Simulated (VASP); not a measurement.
Data:

```yaml
crystal:
  lattice:
    - [1.44121, -4.90024, 0.00000]
    - [1.44121, 4.90024, 0.00000]
    - [0.00000, 0.00000, 4.47249]
  atoms:
    - { symbol: Ge, position: [0.58495, 0.41505, 0.25000] }
    - { symbol: Ge, position: [0.41505, 0.58495, 0.75000] }
    - { symbol: Pd, position: [0.84157, 0.15843, 0.25000] }
    - { symbol: Pd, position: [0.15843, 0.84157, 0.75000] }
```

These are r2SCAN meta-GGA, VASP's PBE PAW potentials (set 64) (plane waves; VASP 6.6.1) values and carry that method's errors. Run with 400 eV cut-off, 12×12×8 Γ-centred mesh, tetrahedra with Blöchl corrections, potentials Ge_d Pd.

For a metal the tetrahedron method with Blöchl corrections gives inexact stress and forces.

Question: Give the force on each atom (eV/Å).

Answer: 
```json
[
 {"atom": "Ge1", "Fx": "0.000", "Fy": "0.048", "Fz": "0.000"},
 {"atom": "Ge2", "Fx": "0.000", "Fy": "-0.048", "Fz": "0.000"},
 {"atom": "Pd3", "Fx": "0.000", "Fy": "0.051", "Fz": "0.000"},
 {"atom": "Pd4", "Fx": "0.000", "Fy": "-0.051", "Fz": "0.000"}
]
```

Question: Give the stress tensor in GPa (positive for a compressed cell).

Answer: 
```
 0.18   0.00   0.00
 0.00  -0.38   0.00
 0.00   0.00   0.09
```
The pressure is its mean diagonal, -0.03 GPa.

The structure was generated: GePd was put into the CrB type (Cmcm), which need not be its known phase. It was relaxed first, which changed the volume by -44 %.
